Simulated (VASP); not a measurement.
## BeS (relaxed from the CsCl structure, space group Pm-3m): computed properties

Level of theory: r2SCAN meta-GGA, VASP's PBE PAW potentials (set 64) (plane waves; VASP).

```
Property                                                                                                Value
----------------------------------  -------------------------------------------------------------------------
space group                                                                                       Pm-3m (221)
cell                                a = 2.935 Å, b = 2.935 Å, c = 2.935 Å, α = 90.00°, β = 90.00°, γ = 90.00°
volume per atom                                                                                 12.64 Å³/atom
band gap (over mesh and band path)                                   none (metal, semimetal or under 0.01 eV)
density                                                                                            2.70 g/cm³
```

```xyz
2
Lattice="2.9352 0.0000 0.0000 0.0000 2.9352 0.0000 0.0000 0.0000 2.9352" Properties=species:S:1:pos:R:3 pbc="T T T"
Be     0.0000     0.0000     0.0000
S      1.4676     1.4676     1.4676
```

The structure was generated: BeS was put into the CsCl type (Pm-3m), which need not be its known phase. It was relaxed first, which changed the volume by +34 %. Symmetry was kept, so distortions that lower it aren't found.
